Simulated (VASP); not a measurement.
All values below come from PBE GGA, VASP's PBE PAW potentials (set 64) (plane waves; VASP).

VASP ran on this input.

File KPOINTS:
```
Automatic mesh
0
Gamma
12 12 12
0 0 0
```

POSCAR:
```
PdIn
1.0
  3.0743439692   0.0000000000   0.0000000000
  0.0000000000   3.0743439692   0.0000000000
  0.0000000000   0.0000000000   3.0743439692
In Pd
1 1
Cartesian
  1.5371719846   1.5371719846   1.5371719846
  0.0000000000   0.0000000000   0.0000000000
```

**INCAR**
```
SYSTEM = PdIn
PREC = Accurate
ENCUT = 500
EDIFF = 1E-6
NELM = 100
ALGO = Normal
LREAL = .FALSE.
LASPH = .TRUE.
ISMEAR = 1
SIGMA = 0.1
GGA = PE
LMAXMIX = 4
LWAVE = .FALSE.
LCHARG = .FALSE.
IBRION = 2
ISIF = 3
NSW = 40
EDIFFG = -0.02
PSTRESS = 450
```

POTCAR, in this order: In_d Pd (PBE.64 set). Program: vasp_std.

**Question.** What will the output report for the number of irreducible k-points (NKPTS), largest plane-wave count, number of space-group operations, FFT grid (NGX, NGY, NGZ)?

**Answer.** 
* **number of irreducible k-points (NKPTS)**: 84
* **largest plane-wave count**: 756
* **number of space-group operations**: 48
* **FFT grid (NGX, NGY, NGZ)**: 24 × 24 × 24

The compound is PdIn in the CsCl type structure. It was relaxed first under an external pressure of 45 GPa. The electron count is odd and the run is not spin-polarised, which forces a metal.
